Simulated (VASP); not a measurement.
Output of a VASP run:

**OSZICAR**
```
       N       E                     dE             d eps       ncg     rms          rms(c)
DAV:   1     0.742892104046E+02    0.74289E+02   -0.63803E+03   696   0.990E+02
DAV:   2    -0.158315794984E+02   -0.90121E+02   -0.85194E+02   932   0.260E+02
DAV:   3    -0.205072537579E+02   -0.46757E+01   -0.46536E+01   900   0.531E+01
DAV:   4    -0.206912147427E+02   -0.18396E+00   -0.18370E+00  1188   0.936E+00
DAV:   5    -0.206925519329E+02   -0.13372E-02   -0.13370E-02   908   0.812E-01    0.332E+00
DAV:   6    -0.165511903963E+02    0.41414E+01   -0.16036E+00   948   0.133E+01    0.303E+00
DAV:   7    -0.161763051117E+02    0.37489E+00   -0.37999E-01  1208   0.706E+00    0.826E-01
DAV:   8    -0.172928616809E+02   -0.11166E+01   -0.41605E-01   768   0.571E+00    0.126E+00
DAV:   9    -0.163947357742E+02    0.89813E+00   -0.15790E-01   744   0.420E+00    0.943E-01
DAV:  10    -0.164747192945E+02   -0.79984E-01   -0.24123E-01   700   0.534E+00    0.270E-01
DAV:  11    -0.164898501948E+02   -0.15131E-01   -0.12287E-02   844   0.145E+00    0.244E-01
DAV:  12    -0.164634780559E+02    0.26372E-01   -0.16972E-02   712   0.172E+00    0.264E-01
DAV:  13    -0.164708167434E+02   -0.73387E-02   -0.12384E-02   696   0.140E+00    0.118E-01
DAV:  14    -0.164977411797E+02   -0.26924E-01   -0.55206E-03   696   0.999E-01    0.764E-02
DAV:  15    -0.164975495829E+02    0.19160E-03   -0.14535E-04   992   0.111E-01    0.103E-01
DAV:  16    -0.165023020629E+02   -0.47525E-02   -0.24764E-03   720   0.620E-01    0.469E-02
DAV:  17    -0.165023234205E+02   -0.21358E-04   -0.16549E-04   812   0.115E-01    0.248E-02
DAV:  18    -0.165023232673E+02    0.15324E-06   -0.19010E-05   660   0.544E-02
   1 F= -.16502323E+02 E0= -.16502323E+02  d E =-.165023E+02
```

**OUTCAR**
```
------------------------ aborting loop because EDIFF is reached ----------------------------------------
  FORCE on cell =-STRESS in cart. coord.  units (eV):
  Direction    XX          YY          ZZ          XY          YZ          ZX
  --------------------------------------------------------------------------------------
  Total       -0.0042028     -0.0042028     -0.0042028      0.0000000      0.0000000      0.0000000
  in kB       -0.1082323     -0.1082323     -0.1082323      0.0000000      0.0000000      0.0000000
  external PRESSURE =      -0.1082323 kB  Pullay stress =       0.0000000 kB
  volume of cell :       62.21
      direct lattice vectors                 reciprocal lattice vectors
     0.000000000  3.145000000  3.145000000    -0.158982512  0.158982512  0.158982512
     3.145000000  0.000000000  3.145000000     0.158982512 -0.158982512  0.158982512
     3.145000000  3.145000000  0.000000000     0.158982512  0.158982512 -0.158982512
  FREE ENERGIE OF THE ION-ELECTRON SYSTEM (eV)
  ---------------------------------------------------
  free  energy   TOTEN  =       -16.5023232673 eV

  energy  without entropy=      -16.5023232673  energy(sigma->0) =      -16.50232327

 reached required accuracy - stopping structural energy minimisation
```
(Selected blocks of OUTCAR.)

**POSCAR**
```
KCl
1
   -0.0000000000     3.1450000000     3.1450000000
    3.1450000000    -0.0000000000     3.1450000000
    3.1450000000     3.1450000000    -0.0000000000
K Cl
1 1
Direct
  0.0000000000   0.0000000000   0.0000000000
  0.5000000000   0.5000000000   0.5000000000
```

Problem. Reconstruct the remaining input files.

Solution. This is not unique; one that fits is the input of the run itself, r2SCAN meta-GGA, plane waves, VASP's PBE PAW potentials (set 64).

### KPOINTS
```
Automatic mesh
0
Gamma
8 8 8
0 0 0
```

### INCAR
```
# general
SYSTEM  = KCl
PREC    = Normal
ENCUT   = 400
LREAL   = .FALSE.
LASPH   = .TRUE.

# electronic loop
EDIFF   = 1E-5
NELM    = 100
NELMIN  = 4
ALGO    = Normal
LMIXTAU = .TRUE.

# smearing
ISMEAR  = 0
SIGMA   = 0.05

# functional
METAGGA = R2SCAN

# ions
IBRION  = 2
NSW     = 20
ISIF    = 2
EDIFFG  = -0.03

# output
LWAVE   = .FALSE.
LCHARG  = .FALSE.
```

POTCAR, in this order: K_sv Cl (PBE.64 set). Program: vasp_std.

The compound is KCl in the rock salt structure. The cell was not relaxed at this level.
